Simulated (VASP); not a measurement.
Given:

```
PtS2
1.0
    1.80292    -3.12275     0.00000
    1.80292     3.12275     0.00000
    0.00000     0.00000     5.13374
Pt S
1 2
Direct
  0.00000   0.00000   0.00000
  0.33333   0.66667   0.23000
  0.66667   0.33333   0.77000
```

These are LDA (Ceperley-Alder, Perdew-Zunger), VASP's LDA PAW potentials (set 64) (plane waves; VASP) values and carry that method's errors. Settings: 300 eV cut-off, 6×6×4 Γ-centred mesh, Fermi-Dirac smearing of 0.050 eV, potentials Pt S.

At this cut-off the stress carries a Pulay error, which pulls relaxed volumes low.

Problem. What does the run give for the energy per atom (σ→0), pressure, largest force?

Solution. 
```yaml
energy per atom (σ→0): -6037 meV/atom
pressure: -5.65 GPa
largest_force: 0.133 eV/Å
```

The absolute energy has meaning only against runs of the same code, potentials and settings.

The structure is a typed PtS2 crystal. The cell was not relaxed at this level.
